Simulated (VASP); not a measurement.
Data:

```
CELL_PARAMETERS angstrom
      3.84000     0.00000     0.00000
      0.00000     3.84000     0.00000
      0.00000     0.00000     3.84000
ATOMIC_POSITIONS crystal
  Tl 0.00000 0.00000 0.00000
  Cl 0.50000 0.50000 0.50000
```

Level of theory: PBE GGA, VASP's PBE PAW potentials (set 64) (plane waves; VASP 6.6.1). Numerical set-up: 300 eV cut-off, 7×7×7 Γ-centred mesh, Fermi-Dirac smearing of 0.020 eV, potentials Tl_d Cl.

Unless said otherwise, spin-orbit coupling is left out, though it shifts the bands of the heavy elements here.

Give the energies of bands 7 to 13 at the high-symmetry points, in eV from the valence-band maximum.

```tsv
band	Γ	X	M	R
7	-4.55	-5.42	-3.36	-2.17
8	-1.50	-1.08	-2.95	-1.99
9	-1.50	-1.08	-2.95	-1.99
10	-1.50	0.00	-1.03	-1.99
11	7.80	2.09	4.88	2.56
12	7.80	6.57	4.88	2.56
13	7.82	6.57	8.45	2.56
```

The gap is direct, 2.09 eV, from the valence maximum at X to the conduction minimum at X.

The structure is a typed TlCl crystal (Pm-3m). The cell was not relaxed at this level.
